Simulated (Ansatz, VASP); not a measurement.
# Zr2WS2NF2 (Zr2NF2 MXene under 2H-WS2, AA'): VASP beside Ansatz, part 2 of 2

One calculation is typed for both programs; each brings its own data sets. How far apart do they land? The structure shown is the start of the Ansatz relaxation below; VASP solves that cell, so the two are compared at the walk's first step.

VASP 6.6.1 and Ansatz 0.2.0.

So far: The structure; Ansatz: relaxation, PBEsol with D3(BJ).

## Step 3: VASP: single point, PBEsol with D3(BJ), start cell

Level of this step: PBEsol with D3(BJ), zero-moment start; plane waves and PAW (F, Zr_sv, N, S, W) (VASP).

The same cell, functional, mesh and smearing now go to VASP, with its own data sets.

Lines of VASP's logs that name or quote its potential files are left out, and so is its time.

INCAR reads:

```
SYSTEM = Zr2WS2NF2
PREC = Accurate
ENCUT = 520
EDIFF = 1E-06
NELM = 200
ISMEAR = -1
SIGMA = 0.05
LREAL = .FALSE.
ALGO = Normal
GGA = PS
IVDW = 12
NBANDS = 42
ISPIN = 2
MAGMOM = -0 -0 0 0 -0 0 0 -0
LASPH = .TRUE.
LMAXMIX = 4
LORBIT = 11
LWAVE = .FALSE.
LCHARG = .FALSE.
ISIF = 2
LDIPOL = .TRUE.
IDIPOL = 3
DIPOL = 0.5 0.5 0.489
LVHAR = .TRUE.
GGA_COMPAT = .FALSE.
NELMDL = -8
KPAR = 2
```

POSCAR reads:

```
Zr2WS2NF2
1.0
    3.1987500000      0.0000000000      0.0000000000
   -1.5993750000      2.7701990000      0.0000000000
    0.0000000000      0.0000000000     53.0097000000
F Zr N S W
2 2 1 2 1
Direct
    0.3333332732      0.6666665463      0.3961539115
    0.6666667268      0.3333334537      0.4845166073
    0.6666667268      0.3333334537      0.4163860576
    0.3333332732      0.6666665463      0.4642844611
    0.0000000000      0.0000000000      0.4403352594
    0.0000000000      0.0000000000      0.5382803525
    0.0000000000      0.0000000000      0.6038460885
    0.3333332732      0.6666665463      0.5710632205
```

KPOINTS reads:

```
Automatic mesh
0
Gamma
12 12 1
0 0 0
```

Potentials, in the order of the species: F, Zr_sv, N, S and W (PBE family, release 64).

Run with:

```
> mpirun -np 2 vasp_std
```

Numbers of over 12 decimals in the logs are rounded to 6 here.

The log of the run:

```text
[banner, memory and clock lines left out]
running    2 mpi-ranks, on    1 nodes
 distrk:  each k-point on    1 cores,    2 groups
 distr:  one band on    1 cores,    1 groups

 POSCAR found type information on POSCAR F ZrN S W
 POSCAR found :  5 types and       8 ions
|                                                                             |
|               ----> ADVICE to this user running VASP <----                  |
|                                                                             |
|     You enforced a specific xc type in the INCAR file but a different       |
|     [... a line on the potential file left out ...]
|     I HOPE YOU KNOW WHAT YOU ARE DOING!                                     |
|                                                                             |

 LDA part: xc-table for (Slater+PW92), standard interpolation
|                                                                             |
|           W    W    AA    RRRRR   N    N  II  N    N   GGGG   !!!           |
|           W    W   A  A   R    R  NN   N  II  NN   N  G    G  !!!           |
|           W    W  A    A  R    R  N N  N  II  N N  N  G       !!!           |
|           W WW W  AAAAAA  RRRRR   N  N N  II  N  N N  G  GGG   !            |
|           WW  WW  A    A  R   R   N   NN  II  N   NN  G    G                |
|           W    W  A    A  R    R  N    N  II  N    N   GGGG   !!!           |
|                                                                             |
|     One of the lattice vectors is very long (>50 A), but AMIN is rather     |
|     large. This can spoil convergence since charge sloshing might occur     |
|     along the long lattice vector. If problems with convergence are         |
|     observed, try to decrease AMIN to a smaller value (e.g. 0.01).          |
|     Note: This warning only applies if the self-consistency cycle is        |
|     used.                                                                   |
|                                                                             |

 POSCAR, INCAR and KPOINTS ok, starting setup
 FFT: planning ... GRIDC
 FFT: planning ... GRID_SOFT
 FFT: planning ... GRID
 WAVECAR not read
 entering main loop
       N       E                     dE             d eps       ncg     rms          rms(c)
DAV:   1     0.610632773313E+03    0.61063E+03   -0.26537E+04  3736   0.115E+03
DAV:   2     0.442371304884E+01   -0.60621E+03   -0.58597E+03  4290   0.313E+02
DAV:   3    -0.711666120957E+02   -0.75590E+02   -0.74652E+02  4542   0.110E+02
DAV:   4    -0.748973809851E+02   -0.37308E+01   -0.37056E+01  5128   0.238E+01
DAV:   5    -0.750783748448E+02   -0.18099E+00   -0.18054E+00  4768   0.367E+00
DAV:   6    -0.750822779419E+02   -0.39031E-02   -0.38971E-02  4832   0.627E-01
DAV:   7    -0.750824533616E+02   -0.17542E-03   -0.17526E-03  4720   0.972E-02
DAV:   8    -0.750824575749E+02   -0.42133E-05   -0.42065E-05  4744   0.171E-02    0.408E+01
DAV:   9    -0.683006068956E+02    0.67819E+01   -0.31853E+01  4000   0.280E+01    0.184E+01
DAV:  10    -0.130087123936E+03   -0.61787E+02   -0.21075E+02  4950   0.346E+01    0.352E+01
DAV:  11    -0.716145256682E+02    0.58473E+02   -0.50922E+02  4958   0.395E+01    0.120E+01
DAV:  12    -0.730787107584E+02   -0.14642E+01   -0.53331E+01  3900   0.209E+01    0.871E+00
DAV:  13    -0.695701303827E+02    0.35086E+01   -0.38284E+00  4278   0.899E+00    0.502E+00
DAV:  14    -0.677850597335E+02    0.17851E+01   -0.21072E+00  4144   0.657E+00    0.285E+00
[...]
DAV:  45    -0.673055033661E+02   -0.13224E-04   -0.51759E-08  2610   0.715E-04    0.533E-04
DAV:  46    -0.673055089501E+02   -0.55840E-05   -0.20109E-08  2470   0.569E-04    0.468E-04
DAV:  47    -0.673055192624E+02   -0.10312E-04   -0.51205E-08  2582   0.675E-04    0.542E-04
DAV:  48    -0.673055258253E+02   -0.65629E-05   -0.47305E-08  2388   0.933E-04    0.420E-04
DAV:  49    -0.673055272694E+02   -0.14440E-05   -0.17848E-08  2348   0.507E-04    0.328E-04
DAV:  50    -0.673055284761E+02   -0.12067E-05   -0.12760E-08  2404   0.310E-04    0.263E-04
DAV:  51    -0.673055298282E+02   -0.13522E-05   -0.28226E-08  2496   0.658E-04    0.346E-04
DAV:  52    -0.673055302892E+02   -0.46097E-06   -0.11196E-08  2386   0.458E-04
   1 F= -.69268823E+02 E0= -.69259988E+02  d E =-.176699E-01  mag=     0.0000
```

From OUTCAR (step 3):

```text
ion  position               nearest neighbor table
   1  0.333  0.667  0.396-   3 2.14   3 2.14   3 2.14
   2  0.667  0.333  0.485-   4 2.14   4 2.14   4 2.14
   3  0.667  0.333  0.416-   1 2.14   1 2.14   1 2.14   5 2.24   5 2.24   5 2.24   4 3.14   4 3.14
                             4 3.14
   4  0.333  0.667  0.464-   2 2.14   2 2.14   2 2.14   5 2.24   5 2.24   5 2.24   3 3.14   3 3.14
                             3 3.14
   5  0.000  0.000  0.440-   4 2.24   3 2.24   4 2.24   4 2.24   3 2.24   3 2.24
   6  0.000  0.000  0.538-   8 2.54   8 2.54   8 2.54
   7  0.000  0.000  0.604-   8 2.54   8 2.54   8 2.54
   8  0.333  0.667  0.571-   6 2.54   7 2.54   6 2.54   7 2.54   6 2.54   7 2.54

  LATTYP: Found a hexagonal cell.
 ALAT       =     3.1987500000
 C/A-ratio  =    16.5720046893

 Subroutine GETGRP returns: Found  6 space group operations
 (whereof  6 operations were pure point group operations)

The static configuration has the point symmetry C_3v.

 Found     19 irreducible k-points:

   k-points           NKPTS =     19   k-points in BZ     NKDIM =     19   number of bands    NBANDS=     42

   dimension x,y,z NGX =    24 NGY =   24 NGZ =  400
   dimension x,y,z NGXF=    48 NGYF=   48 NGZF=  800

   ENCUT  =  520.0 eV  38.22 Ry    6.18 a.u.   5.95  5.95 98.56*2*pi/ulx,y,z

   NELECT =      61.0000    total number of electrons

 k-points in reciprocal lattice and weights: Automatic mesh
   0.00000000  0.00000000  0.00000000       0.007
   0.08333333 -0.00000000  0.00000000       0.042
   0.16666667 -0.00000000  0.00000000       0.042
   0.25000000  0.00000000  0.00000000       0.042
   0.33333333 -0.00000000  0.00000000       0.042
   0.41666667  0.00000000  0.00000000       0.042
   0.50000000  0.00000000  0.00000000       0.021
   0.08333333  0.08333333  0.00000000       0.042
   0.16666667  0.08333333  0.00000000       0.083
[...]
0.33333333  0.25000000  0.00000000       0.083
   0.33333333  0.33333333  0.00000000       0.014

 dipolmoment           0.000000      0.000000      0.139389 electrons x Angstroem

 average (electrostatic) potential at core
       1 -83.8586       2 -83.4529       3 -84.5132       4 -84.5707       5 -70.2574
       6 -92.8171       7 -92.7227       8 -47.0445

 E-fermi :   0.0388

 spin component 1
 k-point     1 :       0.0000    0.0000    0.0000
  band No.  band energies     occupation
    ...
     28      -2.3117      1.00000
     29      -2.0315      1.00000
     30      -0.4238      0.99990
     31      -0.4238      0.99990
     32      -0.3230      0.99928
     33       0.3183      0.00372
     34       1.1219      0.00000
     35       1.1220      0.00000
     36       1.3452      0.00000
     37       1.3452      0.00000
    ...

 k-point     2 :       0.0833   -0.0000    0.0000
  band No.  band energies     occupation
    ...
     28      -2.4312      1.00000
     29      -2.0269      1.00000
     30      -0.6811      1.00000
     31      -0.2636      0.99764
     32      -0.2566      0.99729
     33       0.4332      0.00038
     34       0.7834      0.00000
     35       1.0484      0.00000
     36       1.2002      0.00000
     37       1.4700      0.00000
    ...

 k-point     3 :       0.1667   -0.0000    0.0000
  band No.  band energies     occupation
    ...
     27      -2.8793      1.00000
     28      -2.8172      1.00000
     29      -2.1069      1.00000
     30      -1.2656      1.00000
     31      -0.0395      0.82736
     32       0.2041      0.03534
     33       0.3072      0.00464
     34       0.7207      0.00000
     35       0.8944      0.00000
     36       1.1105      0.00000
    ...

 k-point     4 :       0.2500    0.0000    0.0000
  band No.  band energies     occupation
    ...
     26      -3.3445      1.00000
     27      -3.3048      1.00000
     28      -2.6251      1.00000
     29      -2.3813      1.00000
     30      -1.8666      1.00000
     31       0.2227      0.02464
     32       0.3492      0.00201
     33       0.8287      0.00000
     34       0.8793      0.00000
     35       1.0082      0.00000
    ...

 k-point     5 :       0.3333   -0.0000    0.0000
  band No.  band energies     occupation
    ...
     26      -3.7185      1.00000
     27      -3.6428      1.00000
     28      -2.6006      1.00000
     29      -2.3564      1.00000
     30      -2.3427      1.00000
     31       0.5730      0.00002
     32       0.7267      0.00000
     33       0.9947      0.00000
     34       1.1876      0.00000
     35       1.6554      0.00000
    ...

 k-point     6 :       0.4167    0.0000    0.0000
  band No.  band energies     occupation
    ...
     26      -3.9607      1.00000
     27      -3.8100      1.00000
     28      -2.6442      1.00000
     29      -2.4996      1.00000
     30      -2.2261      1.00000
     31       0.7263      0.00000
     32       1.1440      0.00000
     33       1.3095      0.00000
     34       1.6206      0.00000
     35       1.9257      0.00000
    ...

 Edisp (eV)   -1.96329

  Total      -1.24080    -1.24080    -9.19448     0.00000     0.00000     0.00000
  in kB      -4.23220    -4.23220   -31.36110     0.00000     0.00000     0.00000
  external pressure =      -13.28 kB  Pullay stress =        0.00 kB

  energy-cutoff  :      520.00
  volume of cell :      469.73
      direct lattice vectors                 reciprocal lattice vectors
     3.198750000  0.000000000  0.000000000     0.312622118  0.180492448  0.000000000
    -1.599375000  2.770199000  0.000000000     0.000000000  0.360984897  0.000000000
     0.000000000  0.000000000 53.009700000     0.000000000  0.000000000  0.018864472

 POSITION                                       TOTAL-FORCE (eV/Angst)
 -----------------------------------------------------------------------------------
      0.00000      1.84680     21.00000        -0.000000     -0.000000     -3.192416
      1.59937      0.92340     25.68408         0.000000      0.000000      2.517584
      1.59937      0.92340     22.07250        -0.000000     -0.000000      4.722356
      0.00000      1.84680     24.61158         0.000000      0.000000     -3.924450
      0.00000      0.00000     23.34204         0.000000     -0.000000      0.050064
      0.00000      0.00000     28.53408         0.000000     -0.000000      2.883420
      0.00000      0.00000     32.00970         0.000000     -0.000000     -3.009121
      0.00000      1.84680     30.27189         0.000000     -0.000000     -0.047438
 -----------------------------------------------------------------------------------
    total drift:                                0.000000      0.000003     -0.001101

  FREE ENERGIE OF THE ION-ELECTRON SYSTEM (eV)
  ---------------------------------------------------
  free  energy   TOTEN  =       -69.2688232863 eV

  energy  without entropy=      -69.2511533954  energy(sigma->0) =      -69.25998834

 vacuum level on the upper side and lower side of the slab         4.339         1.493

 total charge
# of ion       s       p       d       tot
------------------------------------------
    1        1.737   4.404   0.000   6.141
    2        1.740   4.395   0.000   6.135
    3        2.148   6.012   1.840  10.000
    4        2.149   6.015   1.797   9.961
    5        1.235   2.472   0.000   3.707
    6        1.351   2.281   0.000   3.632
    7        1.359   2.258   0.000   3.617
    8        0.499   0.575   3.993   5.068
--------------------------------------------------
tot         12.217  28.412   7.631  48.260

 magnetization (x)
# of ion       s       p       d       tot
------------------------------------------
    1        0.000  -0.000   0.000  -0.000
    2       -0.000   0.000   0.000   0.000
    3        0.000   0.000   0.000   0.000
    4        0.000  -0.000  -0.000  -0.000
    5        0.000   0.000   0.000   0.000
    6        0.000  -0.000   0.000  -0.000
    7        0.000  -0.000   0.000  -0.000
    8       -0.000  -0.000  -0.000  -0.000
--------------------------------------------------
tot          0.000  -0.000  -0.000  -0.000

[... 5 further parts left out ...]
```

## Step 4: Comparison

Known differences besides the potentials themselves: Ansatz cuts the interaction across the vacuum, VASP repeats the sheet with a dipole correction; the data sets hold 69 valence electrons in Ansatz (on its default PAW (the set named soft_2) files) and 61 in VASP; the cutoff is 420 eV in Ansatz and 520 eV in VASP; Ansatz makes its cores anew for this functional, VASP keeps those of its PBE data sets. Total energies have different zeros and are not compared.

Forces (eV/Å; atoms numbered as in POSCAR):

| atom | Ansatz x, y, z | VASP x, y, z |
| --- | --- | --- |
| F1 | 0.000, 0.000, -3.148 | 0.000, 0.000, -3.192 |
| F2 | 0.000, 0.000, 2.469 | 0.000, 0.000, 2.518 |
| Zr3 | 0.000, 0.000, 4.713 | 0.000, 0.000, 4.722 |
| Zr4 | 0.000, 0.000, -3.909 | 0.000, 0.000, -3.924 |
| N5 | 0.000, 0.000, 0.050 | 0.000, 0.000, 0.050 |
| S6 | 0.000, 0.000, 2.812 | 0.000, 0.000, 2.883 |
| S7 | 0.000, 0.000, -2.936 | 0.000, 0.000, -3.009 |
| W8 | 0.000, 0.000, -0.050 | 0.000, 0.000, -0.047 |

The forces differ by 25 meV/Å r.m.s., which is 1.5 % of the r.m.s. force of 1.727 eV/Å (both taken over all components). Moments aren't recorded for both runs of this pair, so they may hold unlike magnetic states. With vacuum in the cell, a pressure given here is an average over mostly empty space and none of the material.

## Step 5: What came out

```yaml
r_m_s_force_difference_single_point_pbesol_with_d3_bj_start_cell: 1.5 % of the r.m.s. force
```

In words: The r.m.s. force difference is 1.5 % of the r.m.s. force (single point, PBEsol with D3(BJ), start cell), within the 3 % picked in this series as the mark of a large difference. The data sets hold unlike numbers of valence electrons (69 in Ansatz and 61 in VASP), so part of the differences comes from the potentials. 1 further run of this series is not shown here. How closely two codes agree says nothing of how well the functional describes the real material.

[Lines on the potential files, build, host, timing and source positions are cut from VASP's logs without a mark.]

[Logs are printed without paths, hosts, clocks, repeated set-up lines and the standing remarks that a program may print on its own settings, such as how far it seeks lower states.]

[Hosts, paths, dates, database ids (printed as entryN), source tags and the programs' standing remarks are cut or masked in the printed files.]
